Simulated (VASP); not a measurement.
```
Tl
1.0
    1.77041    -3.06643     0.00000
    1.77041     3.06643     0.00000
    0.00000     0.00000     5.55799
Tl
2
Cartesian
  1.77041   1.02215   1.38950
  1.77041  -1.02215   4.16849
```

Computed with r2SCAN meta-GGA, VASP's PBE PAW potentials (set 64) (plane waves; VASP). Run with 520 eV cut-off, 11×11×6 Γ-centred mesh, first-order Methfessel-Paxton smearing of 0.10 eV, potentials Tl_d.

Unless said otherwise, spin-orbit coupling is left out, though it shifts the bands of the heavy elements here.

Task: Predict the energy per atom (σ→0), band gap (on the k-mesh) with the smallest direct gap where there is one.

Result: 
```json
{
 "band gap (on the k-mesh)": "none (metal, semimetal or under 0.01 eV)",
 "energy per atom (σ→0)": "-53.179 eV/atom"
}
```

The compound is Tl in the hcp structure. It was relaxed first, which changed the volume by +5 %. The start is the result of an earlier pass.
